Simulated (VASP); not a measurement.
A VASP calculation is set up with these files.

POSCAR:
```
GaP
1.0
  0.0000000000   2.7667773021   2.7667773021
  2.7667773021   0.0000000000   2.7667773021
  2.7667773021   2.7667773021   0.0000000000
Ga P
1 1
Direct
  0.0000000000   0.0000000000   0.0000000000
  0.2500000000   0.2500000000   0.2500000000
```

### INCAR
```
# general
SYSTEM   =  GaP
PREC     =  Accurate
ENCUT    =  480
LREAL    =  .FALSE.
LASPH    =  .TRUE.

# electronic loop
EDIFF    =  1E-6
NELM     =  100
ALGO     =  Normal
LMAXMIX  =  4

# smearing
ISMEAR   =  0
SIGMA    =  0.05

# functional
GGA      =  PE

# ions
IBRION   =  2
NSW      =  60
ISIF     =  3
EDIFFG   =  -0.01

# output
LWAVE    =  .FALSE.
LCHARG   =  .FALSE.
```

KPOINTS:
```
Automatic mesh
0
Gamma
8 8 8
0 0 0
```

POTCAR, in this order: Ga P (PBE.64 set). Program: vasp_std.

Problem. Translate this PBE calculation to Ansatz.

Solution. One equivalent input (not run):
Ansatz 0.2 input:
```yaml
crystal:
  lattice:
    - [0.0000000, 2.7667773, 2.7667773]
    - [2.7667773, 0.0000000, 2.7667773]
    - [2.7667773, 2.7667773, 0.0000000]
  atoms:
    - { symbol: Ga, position: [0.0000000, 0.0000000, 0.0000000] }
    - { symbol: P, position: [0.2500000, 0.2500000, 0.2500000] }
kpoints:
  mp_grid: { grid: [8, 8, 8] }
hamiltonian:
  xc: pbe
  pseudopotentials: { kind: paw }
scf:
  occupations: { method: gaussian, width: 0.05 }
  max_iter: 100
relax:
  max_steps: 60
  f_tol: 0.01
  cell: {}
output: { forces: true, stress: true, eigenvalues: true }
```
The two are equivalent in intent, not identical: each code has its own PAW files, so the cut-off isn't converted (ENCUT is set for VASP's; basis.ecutwfc is left out, and Ansatz then takes the one that its files recommend); Ansatz stops its SCF on the density residual and VASP on the energy change (EDIFF).

The compound is GaP in the zinc blende structure. It was relaxed first. The start is the result of an earlier pass.
